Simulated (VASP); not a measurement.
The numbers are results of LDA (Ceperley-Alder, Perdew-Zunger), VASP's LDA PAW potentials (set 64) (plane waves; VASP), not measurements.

VASP ran on this input.

**INCAR**
```
SYSTEM = YBRh3
PREC = Accurate
ENCUT = 400
EDIFF = 1E-8
NELM = 100
ALGO = Normal
LREAL = .FALSE.
LASPH = .TRUE.
ISMEAR = 0
SIGMA = 0.136
LMAXMIX = 4
LWAVE = .FALSE.
LCHARG = .FALSE.
ISIF = 2
LEPSILON = .FALSE.
IBRION = 8
NSW = 1
```

File KPOINTS:
```
Automatic mesh
0
Gamma
7 7 7
0 0 0
```

POSCAR:
```
YBRh3
4.178820
  1.0000000000   0.0000000000   0.0000000000
  0.0000000000   1.0000000000   0.0000000000
  0.0000000000   0.0000000000   1.0000000000
Y B Rh
1 1 3
Cart
  0.0000000000   0.0000000000   0.0000000000
  0.5000000000   0.5000000000   0.5000000000
  0.0000000000   0.5000000000   0.5000000000
  0.5000000000   0.0000000000   0.5000000000
  0.5000000000   0.5000000000   0.0000000000
```

POTCAR, in this order: Y_sv B Rh_pv (LDA.64 set). Program: vasp_std.

Output of the run:

**OUTCAR**
```
 ion  position               nearest neighbor table
   1  0.000  0.000  0.000-   3 2.95   4 2.95   5 2.95   3 2.95   4 2.95   3 2.95   5 2.95   3 2.95
                             4 2.95   5 2.95   4 2.95   5 2.95
   2  0.500  0.500  0.500-   3 2.09   4 2.09   5 2.09   5 2.09   4 2.09   3 2.09
   3  0.000  0.500  0.500-   2 2.09   2 2.09   4 2.95   5 2.95   1 2.95   5 2.95   1 2.95   4 2.95
                             1 2.95   1 2.95   4 2.95   5 2.95   5 2.95   4 2.95
   4  0.500  0.000  0.500-   2 2.09   2 2.09   3 2.95   5 2.95   1 2.95   5 2.95   1 2.95   3 2.95
                             5 2.95   5 2.95   1 2.95   3 2.95   1 2.95   3 2.95
   5  0.500  0.500  0.000-   2 2.09   2 2.09   3 2.95   4 2.95   1 2.95   3 2.95   4 2.95   1 2.95
                             4 2.95   4 2.95   1 2.95   3 2.95   3 2.95   1 2.95
  LATTYP: Found a simple cubic cell.
 ALAT       =     4.1788200000
 Subroutine PRICEL returns:
 Original cell was already a primitive cell.
 Subroutine GETGRP returns: Found 48 space group operations
The static configuration has the point symmetry O_h .
The dynamic configuration has the point symmetry O_h .
 Subroutine INISYM returns: Found 48 space group operations
 Subroutine IBZKPT returns following result:
 Found     20 irreducible k-points:

 Following reciprocal coordinates:
            Coordinates               Weight
  0.000000  0.000000  0.000000      1.000000
  0.142857  0.000000  0.000000      6.000000
  0.285714  0.000000  0.000000      6.000000
  0.428571  0.000000  0.000000      6.000000
  0.142857  0.142857  0.000000     12.000000
  0.285714  0.142857  0.000000     24.000000
  0.428571  0.142857  0.000000     24.000000
  0.285714  0.285714  0.000000     12.000000
  0.428571  0.285714  0.000000     24.000000
  0.428571  0.428571  0.000000     12.000000
  0.142857  0.142857  0.142857      8.000000
  0.285714  0.142857  0.142857     24.000000
  0.428571  0.142857  0.142857     24.000000
  0.285714  0.285714  0.142857     24.000000
  0.428571  0.285714  0.142857     48.000000
  0.428571  0.428571  0.142857     24.000000
  0.285714  0.285714  0.285714      8.000000
...
```

### OSZICAR
```
...
 Linear response reoptimize wavefunctions
DAV:   1    -0.443345548416E+02   -0.18190E-11   -0.14511E-09   845   0.279E-04
DAV:   2    -0.443345548416E+02   -0.50932E-10   -0.22707E-10   799   0.870E-05
 Linear response DOF=           4
 Linear response progress:
  Degree of freedom:   1/  4
       N       E                     dE             d eps       ncg     rms          rms(c)
RMM:   1    -0.290166780321E+00   -0.29017E+00    0.41468E+00  3207   0.780E+00
RMM:   2    -0.275502942881E+00    0.14664E-01   -0.15606E-01  4220   0.126E+00    0.273E-01
RMM:   3    -0.277226191096E+00   -0.17232E-02   -0.10593E-02  4690   0.329E-01    0.206E-01
RMM:   4    -0.278021877649E+00   -0.79569E-03   -0.30519E-03  5143   0.149E-01    0.354E-02
RMM:   5    -0.277986675958E+00    0.35202E-04   -0.37308E-04  5596   0.571E-02    0.303E-02
RMM:   6    -0.277844021373E+00    0.14265E-03   -0.98115E-05  5605   0.282E-02    0.128E-02
RMM:   7    -0.277800410683E+00    0.43611E-04   -0.40394E-05  5175   0.187E-02    0.669E-03
RMM:   8    -0.277791691641E+00    0.87190E-05   -0.27932E-05  5359   0.107E-02    0.202E-03
RMM:   9    -0.277788174714E+00    0.35169E-05   -0.32475E-05  6273   0.599E-03    0.125E-03
RMM:  10    -0.277787967255E+00    0.20746E-06   -0.31597E-05  6243   0.395E-03    0.732E-04
RMM:  11    -0.277793103383E+00   -0.51361E-05   -0.24316E-05  5782   0.303E-03    0.209E-04
RMM:  12    -0.277794286174E+00   -0.11828E-05   -0.22943E-05  5950   0.238E-03    0.394E-04
RMM:  13    -0.277796093070E+00   -0.18069E-05   -0.18601E-05  6425   0.190E-03    0.173E-04
RMM:  14    -0.277796908142E+00   -0.81507E-06   -0.14757E-05  6356   0.155E-03    0.356E-04
RMM:  15    -0.277795591029E+00    0.13171E-05   -0.11871E-05  5936   0.132E-03    0.777E-04
RMM:  16    -0.277796926237E+00   -0.13352E-05   -0.10191E-05  5898   0.112E-03    0.686E-04
RMM:  17    -0.277797989627E+00   -0.10634E-05   -0.80905E-06  6245   0.957E-04    0.623E-04
RMM:  18    -0.277797977549E+00    0.12077E-07   -0.64508E-06  6518   0.810E-04    0.705E-04
 Linear response progress:
  Degree of freedom:   2/  4
       N       E                     dE             d eps       ncg     rms          rms(c)
RMM:   1    -0.474905799921E-01   -0.47491E-01    0.34460E-02  4731   0.150E+00
RMM:   2    -0.442892093866E-01    0.32014E-02   -0.57223E-03  4392   0.239E-01    0.132E-01
RMM:   3    -0.441083678639E-01    0.18084E-03   -0.17344E-03  4197   0.155E-01    0.604E-02
RMM:   4    -0.444091405072E-01   -0.30077E-03   -0.65262E-04  4493   0.842E-02    0.138E-02
RMM:   5    -0.444298465483E-01   -0.20706E-04   -0.52109E-05  4507   0.334E-02    0.791E-03
RMM:   6    -0.444468637001E-01   -0.17017E-04   -0.15081E-05  4935   0.128E-02    0.490E-03
RMM:   7    -0.444700821725E-01   -0.23218E-04   -0.22693E-06  4920   0.702E-03    0.163E-03
RMM:   8    -0.444601921985E-01    0.98900E-05   -0.91227E-07  4949   0.354E-03    0.429E-04
RMM:   9    -0.444599842225E-01    0.20798E-06   -0.67843E-07  5553   0.134E-03    0.240E-04
RMM:  10    -0.444596903094E-01    0.29391E-06   -0.13845E-07  5533   0.488E-04    0.734E-05
RMM:  11    -0.444595699576E-01    0.12035E-06    0.27556E-08  5968   0.212E-04    0.445E-05
RMM:  12    -0.444596996910E-01   -0.12973E-06   -0.13820E-07  5609   0.113E-04    0.159E-05
RMM:  13    -0.444597217661E-01   -0.22075E-07   -0.31818E-08  6059   0.655E-05    0.378E-06
RMM:  14    -0.444597409488E-01   -0.19183E-07    0.12545E-07  5921   0.443E-05    0.445E-06
RMM:  15    -0.444597393877E-01    0.15611E-08    0.36395E-09  5863   0.366E-05    0.100E-06
 Linear response progress:
  Degree of freedom:   3/  4
       N       E                     dE             d eps       ncg     rms          rms(c)
RMM:   1    -0.420742585714E+00   -0.42074E+00    0.24057E+01  3018   0.556E+01
RMM:   2    -0.553352599081E+00   -0.13261E+00   -0.16538E-01  3999   0.236E+00    0.173E-01
RMM:   3    -0.554053129580E+00   -0.70053E-03   -0.89504E-03  4721   0.412E-01    0.936E-02
RMM:   4    -0.554290404527E+00   -0.23727E-03   -0.13143E-03  5054   0.140E-01    0.300E-02
RMM:   5    -0.554324988946E+00   -0.34584E-04   -0.22162E-04  5220   0.439E-02    0.122E-02
RMM:   6    -0.554313970980E+00    0.11018E-04   -0.37289E-05  5001   0.224E-02    0.102E-02
RMM:   7    -0.554304366547E+00    0.96044E-05   -0.16118E-05  4942   0.134E-02    0.234E-03
RMM:   8    -0.554299655884E+00    0.47107E-05   -0.35269E-06  5944   0.584E-03    0.855E-04
RMM:   9    -0.554299975589E+00   -0.31970E-06   -0.15317E-06  5587   0.261E-03    0.450E-04
RMM:  10    -0.554301047876E+00   -0.10723E-05   -0.16343E-07  5692   0.160E-03    0.222E-04
RMM:  11    -0.554302672960E+00   -0.16251E-05    0.94153E-07  5705   0.106E-03    0.657E-05
RMM:  12    -0.554303122896E+00   -0.44994E-06    0.42526E-07  6050   0.732E-04    0.352E-05
RMM:  13    -0.554303335756E+00   -0.21286E-06    0.48530E-07  6050   0.545E-04    0.169E-05
RMM:  14    -0.554303410929E+00   -0.75173E-07    0.34934E-07  5770   0.434E-04    0.142E-05
RMM:  15    -0.554303544801E+00   -0.13387E-06    0.41098E-07  5916   0.355E-04    0.290E-06
RMM:  16    -0.554303574670E+00   -0.29870E-07    0.21656E-07  6339   0.291E-04    0.591E-06
RMM:  17    -0.554303608689E+00   -0.34019E-07    0.34554E-07  5895   0.248E-04    0.635E-06
RMM:  18    -0.554303561616E+00    0.47073E-07    0.10449E-07  5780   0.217E-04    0.143E-05
RMM:  19    -0.554303620488E+00   -0.58871E-07    0.10614E-07  5717   0.194E-04    0.114E-05
RMM:  20    -0.554303625656E+00   -0.51678E-08    0.49819E-08  5990   0.173E-04    0.130E-05
 Linear response progress:
  Degree of freedom:   4/  4
       N       E                     dE             d eps       ncg     rms          rms(c)
RMM:   1    -0.385141531862E+00   -0.38514E+00    0.27812E+01  4735   0.568E+01
RMM:   2    -0.520487261165E+00   -0.13535E+00   -0.17320E-01  6531   0.245E+00    0.253E-01
RMM:   3    -0.520829480940E+00   -0.34222E-03   -0.10946E-02  7886   0.442E-01    0.158E-01
RMM:   4    -0.521051420546E+00   -0.22194E-03   -0.17854E-03  8694   0.149E-01    0.589E-02
RMM:   5    -0.521097655356E+00   -0.46235E-04   -0.27220E-04  8894   0.519E-02    0.106E-02
RMM:   6    -0.521081240230E+00    0.16415E-04   -0.65799E-05  9113   0.205E-02    0.491E-03
RMM:   7    -0.521077372334E+00    0.38679E-05   -0.18849E-05  8941   0.103E-02    0.354E-03
RMM:   8    -0.521070174035E+00    0.71983E-05   -0.32337E-06  8826   0.621E-03    0.129E-03
RMM:   9    -0.521069114612E+00    0.10594E-05   -0.21965E-06  9536   0.333E-03    0.459E-04
RMM:  10    -0.521070176814E+00   -0.10622E-05   -0.15844E-06  9682   0.197E-03    0.209E-04
RMM:  11    -0.521070701018E+00   -0.52420E-06   -0.19684E-07  9870   0.129E-03    0.826E-05
RMM:  12    -0.521071016484E+00   -0.31547E-06   -0.44309E-07  9683   0.922E-04    0.846E-05
RMM:  13    -0.521071229425E+00   -0.21294E-06   -0.27273E-07  9588   0.697E-04    0.716E-05
RMM:  14    -0.521071942088E+00   -0.71266E-06   -0.31857E-07  8829   0.605E-04    0.606E-05
RMM:  15    -0.521071578931E+00    0.36316E-06   -0.93649E-08  8935   0.473E-04    0.473E-05
RMM:  16    -0.521071664390E+00   -0.85459E-07   -0.19727E-07  9741   0.362E-04    0.352E-05
RMM:  17    -0.521071670580E+00   -0.61897E-08   -0.13707E-07 10183   0.296E-04    0.437E-05
RMM:  18    -0.521071668997E+00    0.15824E-08   -0.11766E-07 10025   0.252E-04    0.547E-05
RMM:  19    -0.521071726158E+00   -0.57161E-07   -0.78548E-08  9327   0.226E-04    0.445E-05
RMM:  20    -0.521071736822E+00   -0.10664E-07   -0.62421E-08 10011   0.196E-04    0.483E-05
 Linear response finished
```

### OUTCAR
```
------------------------ aborting loop because EDIFF is reached ----------------------------------------

   1 f  =   15.312551 THz    96.211595 2PiTHz  510.771722 cm-1    63.327594 meV
             X         Y         Z           dx          dy          dz
      0.000000  0.000000  0.000000    -0.000038   -0.007847   -0.000000
      2.089410  2.089410  2.089410     0.004543    0.931846    0.000000
      0.000000  2.089410  2.089410    -0.001754    0.032776    0.000000
      2.089410  0.000000  2.089410     0.000160   -0.359763    0.000000
      2.089410  2.089410  0.000000     0.000160    0.032776   -0.000000

   2 f  =   15.312551 THz    96.211595 2PiTHz  510.771722 cm-1    63.327594 meV
             X         Y         Z           dx          dy          dz
      0.000000  0.000000  0.000000     0.007847   -0.000038   -0.000000
      2.089410  2.089410  2.089410    -0.931846    0.004543    0.000000
      0.000000  2.089410  2.089410     0.359763    0.000160    0.000000
      2.089410  0.000000  2.089410    -0.032776   -0.001754   -0.000000
      2.089410  2.089410  0.000000    -0.032776    0.000160    0.000000

   3 f  =   15.312551 THz    96.211595 2PiTHz  510.771722 cm-1    63.327594 meV
             X         Y         Z           dx          dy          dz
      0.000000  0.000000  0.000000     0.000000    0.000000   -0.007847
      2.089410  2.089410  2.089410    -0.000000   -0.000000    0.931857
      0.000000  2.089410  2.089410     0.000000    0.000000    0.032776
      2.089410  0.000000  2.089410     0.000000    0.000000    0.032776
      2.089410  2.089410  0.000000    -0.000000   -0.000000   -0.359768

   4 f  =    5.038001 THz    31.654693 2PiTHz  168.049618 cm-1    20.835488 meV
             X         Y         Z           dx          dy          dz
      0.000000  0.000000  0.000000    -0.011818   -0.000829    0.820533
      2.089410  2.089410  2.089410    -0.000675   -0.000047    0.046897
      0.000000  2.089410  2.089410    -0.000436    0.000406   -0.402119
      2.089410  0.000000  2.089410     0.005792   -0.000031   -0.402119
      2.089410  2.089410  0.000000     0.005792    0.000406    0.030304

   5 f  =    5.038001 THz    31.654693 2PiTHz  168.049618 cm-1    20.835488 meV
             X         Y         Z           dx          dy          dz
      0.000000  0.000000  0.000000    -0.056107    0.818698    0.000019
      2.089410  2.089410  2.089410    -0.003207    0.046792    0.000001
      0.000000  2.089410  2.089410    -0.002072   -0.401220   -0.000009
      2.089410  0.000000  2.089410     0.027496    0.030237   -0.000009
      2.089410  2.089410  0.000000     0.027496   -0.401220    0.000001

   6 f  =    5.038001 THz    31.654693 2PiTHz  168.049618 cm-1    20.835488 meV
             X         Y         Z           dx          dy          dz
      0.000000  0.000000  0.000000    -0.818613   -0.056101   -0.011847
      2.089410  2.089410  2.089410    -0.046787   -0.003206   -0.000677
      0.000000  2.089410  2.089410    -0.030233    0.027493    0.005806
      2.089410  0.000000  2.089410     0.401178   -0.002072    0.005806
      2.089410  2.089410  0.000000     0.401178    0.027493   -0.000438

   7 f  =    4.196693 THz    26.368600 2PiTHz  139.986613 cm-1    17.356120 meV
             X         Y         Z           dx          dy          dz
      0.000000  0.000000  0.000000     0.000000   -0.000000   -0.000000
      2.089410  2.089410  2.089410    -0.000000    0.000000    0.000000
      0.000000  2.089410  2.089410    -0.000000    0.263221    0.434645
      2.089410  0.000000  2.089410    -0.491730    0.000000   -0.434645
      2.089410  2.089410  0.000000     0.491730   -0.263221    0.000000

   8 f  =    4.196693 THz    26.368600 2PiTHz  139.986613 cm-1    17.356120 meV
             X         Y         Z           dx          dy          dz
      0.000000  0.000000  0.000000    -0.000000    0.000000   -0.000000
      2.089410  2.089410  2.089410     0.000000   -0.000000   -0.000000
      0.000000  2.089410  2.089410     0.000000    0.086618   -0.548179
      2.089410  0.000000  2.089410    -0.438175    0.000000    0.548179
      2.089410  2.089410  0.000000     0.438175   -0.086618   -0.000000

   9 f  =    4.196693 THz    26.368600 2PiTHz  139.986613 cm-1    17.356120 meV
             X         Y         Z           dx          dy          dz
      0.000000  0.000000  0.000000     0.000000   -0.000000    0.000000
      2.089410  2.089410  2.089410    -0.000000    0.000000   -0.000000
      0.000000  2.089410  2.089410    -0.000000   -0.650548    0.102876
      2.089410  0.000000  2.089410    -0.257302    0.000000   -0.102876
      2.089410  2.089410  0.000000     0.257302    0.650548   -0.000000

  10 f  =    3.244467 THz    20.385588 2PiTHz  108.223772 cm-1    13.418032 meV
             X         Y         Z           dx          dy          dz
      0.000000  0.000000  0.000000     0.329393   -0.044565    0.000463
      2.089410  2.089410  2.089410    -0.318102    0.043038   -0.000447
      0.000000  2.089410  2.089410    -0.778614   -0.038989    0.000405
      2.089410  0.000000  2.089410     0.288179    0.105343    0.000405
      2.089410  2.089410  0.000000     0.288179   -0.038989   -0.001094

  11 f  =    3.244467 THz    20.385588 2PiTHz  108.223772 cm-1    13.418032 meV
             X         Y         Z           dx          dy          dz
      0.000000  0.000000  0.000000    -0.000160    0.002271    0.332387
      2.089410  2.089410  2.089410     0.000154   -0.002193   -0.320993
      0.000000  2.089410  2.089410     0.000378    0.001987    0.290798
      2.089410  0.000000  2.089410    -0.000140   -0.005368    0.290798
      2.089410  2.089410  0.000000    -0.000140    0.001987   -0.785690

  12 f  =    3.244467 THz    20.385588 2PiTHz  108.223772 cm-1    13.418032 meV
             X         Y         Z           dx          dy          dz
      0.000000  0.000000  0.000000     0.044567    0.329386   -0.002229
      2.089410  2.089410  2.089410    -0.043040   -0.318095    0.002153
      0.000000  2.089410  2.089410    -0.105348    0.288173   -0.001950
      2.089410  0.000000  2.089410     0.038991   -0.778596   -0.001950
      2.089410  2.089410  0.000000     0.038991    0.288173    0.005269

  13 f/i=    0.010854 THz     0.068201 2PiTHz    0.362066 cm-1     0.044890 meV
             X         Y         Z           dx          dy          dz
      0.000000  0.000000  0.000000    -0.011055    0.018767   -0.464288
      2.089410  2.089410  2.089410    -0.003865    0.006561   -0.162307
      0.000000  2.089410  2.089410    -0.011947    0.020294   -0.502066
      2.089410  0.000000  2.089410    -0.011955    0.020281   -0.502066
      2.089410  2.089410  0.000000    -0.011955    0.020294   -0.501754

  14 f/i=    0.010854 THz     0.068201 2PiTHz    0.362066 cm-1     0.044890 meV
             X         Y         Z           dx          dy          dz
      0.000000  0.000000  0.000000     0.331116   -0.325511   -0.021041
      2.089410  2.089410  2.089410     0.115752   -0.113793   -0.007356
...
```
(Selected blocks of OUTCAR.)

**OUTCAR**
```
 val. band max:        8.1924711478   @ k =   0.2857   0.1429   0.0000

 cond. band min:       8.2135166482   @ k =   0.2857   0.2857   0.1429


 Fermi energy:         8.2052641450

 k-point     1 :       0.0000    0.0000    0.0000
  band No.  band energies     occupation
      1     -37.9749      2.00000
      2     -37.9749      2.00000
      3     -37.9749      2.00000
      4     -37.4757      2.00000
      5     -37.4757      2.00000
      6     -37.4757      2.00000
      7     -37.4665      2.00000
      8     -37.4665      2.00000
      9     -37.4665      2.00000
     10     -33.1386      2.00000
     11     -13.2987      2.00000
     12     -13.2987      2.00000
     13     -13.2987      2.00000
     14      -1.7696      2.00000
     15       2.9972      2.00000
     16       3.8839      2.00000
     17       3.8839      2.00000
     18       3.8839      2.00000
     19       3.9715      2.00000
     20       3.9715      2.00000
     21       6.4332      2.00000
     22       6.4332      2.00000
     23       6.4332      2.00000
     24       6.9599      2.00000
     25       6.9599      2.00000
     26       7.5350      2.00000
     27       7.5350      2.00000
     28       7.5350      2.00000
     29       8.4870      0.00339
     30       8.4870      0.00339
     31       8.4870      0.00339
     32       8.4894      0.00313
     33      11.9455      0.00000
     34      11.9455      0.00000
     35      14.2091      0.00000

 k-point     2 :       0.1429    0.0000    0.0000
  band No.  band energies     occupation
      1     -37.9727      2.00000
      2     -37.9727      2.00000
      3     -37.9703      2.00000
      4     -37.4805      2.00000
      5     -37.4763      2.00000
      6     -37.4763      2.00000
      7     -37.4676      2.00000
      8     -37.4676      2.00000
      9     -37.4665      2.00000
     10     -33.1364      2.00000
     11     -13.3212      2.00000
     12     -13.3013      2.00000
     13     -13.3013      2.00000
...
```

The structure comes from a computed database's YBRh3 entry (Pm-3m); how it stands against other phases isn't given here. The cell was not relaxed at this level. The run is one of a series of settings (EDIFF = 1E-8, GGA removed, IBRION = 8, LEPSILON = .FALSE., NSW = 1, POTCAR Y_sv B Rh_pv (LDA.64 set) against the base run), some of them coarse on purpose. The electron count is odd and the run is not spin-polarised, which forces a metal.
